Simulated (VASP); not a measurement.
Input:

```yaml
crystal:
  lattice:
    - [3.49743, 0.00000, 0.00000]
    - [0.00000, 3.49743, 0.00000]
    - [0.00000, 0.00000, 3.49743]
  atoms:
    - { symbol: Y, position: [0.00000, 0.00000, 0.00000] }
    - { symbol: Si, position: [0.50000, 0.50000, 0.50000] }
```

All values below come from PBEsol GGA, VASP's PBE PAW potentials (set 64) (plane waves; VASP 6.6.1). Settings: 400 eV cut-off, 12×12×12 Γ-centred mesh, tetrahedra with Blöchl corrections, potentials Y_sv Si.

The job: YSi (relaxed from the CsCl structure, space group Pm-3m), 2 atoms, PBEsol, static run, 400 eV, 12×12×12 Γ-centred mesh. Roughly how much core time does it take on a busy server core?

About 10 core-seconds (one run on a shared machine, a rough figure). It had 84 irreducible k-points, 11 bands, up to 804 plane waves and 15 electronic steps.

The structure was generated: YSi was put into the CsCl type (Pm-3m), which need not be its known phase. It was relaxed first.
